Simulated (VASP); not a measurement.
Ti2AlC:

```
Ti Al C
1.0
     3.04000    0.00000    0.00000
    -1.52000    2.63272    0.00000
     0.00000    0.00000   13.59000
Ti Al C
4 2 2
Direct
  0.33333 0.66667 0.08400
  0.66667 0.33333 0.91600
  0.66667 0.33333 0.58400
  0.33333 0.66667 0.41600
  0.33333 0.66667 0.75000
  0.66667 0.33333 0.25000
  0.00000 0.00000 0.00000
  0.00000 0.00000 0.50000
```

The cell was built by a generator and needn't be a form met in nature.

| Property | Result |
| --- | --- |
| Program | VASP 6.6.1 |
| Task | relaxation of cell and atoms |
| Functional | LDA |
| Potentials or basis | VASP PAW LDA potentials, release 64 (Ti_sv, Al, C) |
| Cutoff | 600 eV |
| k mesh | 16 × 16 × 4 |
| Occupations | methfessel-paxton, width 0.2 eV |
| Spin | no spin polarisation |

At the start: pressure -4.0 GPa; volume 13.60 Å³/atom.

Q: Where does the relaxation end?

A: Over 5 steps the energy falls by 4.1 meV/atom and the volume is 13.30 Å³/atom (-2.2 %); space group P6_3/mmc (No. 194, to 0.05 Å).

The path:
| step | energy change (eV) | largest force (eV/Å) | pressure (GPa) | volume (Å³) |
| --- | --- | --- | --- | --- |
| 1 | 0.0000 | 0.3268 | -4.03 | 108.77 |
| 2 | 0.0360 | 0.6008 | 6.17 | 103.47 |
| 3 | -0.0323 | 0.0263 | -0.10 | 106.56 |
| 4 | -0.0323 | 0.0359 | -0.03 | 106.52 |
| 5 | -0.0326 | 0.0044 | 0.04 | 106.42 |

Final structure:
```cif
data_structure
_symmetry_space_group_name_H-M 'P 1'
_symmetry_Int_Tables_number 1
_cell_length_a 3.0159
_cell_length_b 3.0159
_cell_length_c 13.5097
_cell_angle_alpha 90.000
_cell_angle_beta 90.000
_cell_angle_gamma 120.000
_cell_volume 106.42
loop_
_atom_site_label
_atom_site_type_symbol
_atom_site_fract_x
_atom_site_fract_y
_atom_site_fract_z
_atom_site_occupancy
Ti1 Ti 0.33333 0.66667 0.08362 1
Ti2 Ti 0.66667 0.33333 0.91638 1
Ti3 Ti 0.66667 0.33333 0.58362 1
Ti4 Ti 0.33333 0.66667 0.41638 1
Al1 Al 0.33333 0.66667 0.75000 1
Al2 Al 0.66667 0.33333 0.25000 1
C1 C 0.00000 0.00000 0.00000 1
C2 C 0.00000 0.00000 0.50000 1
```
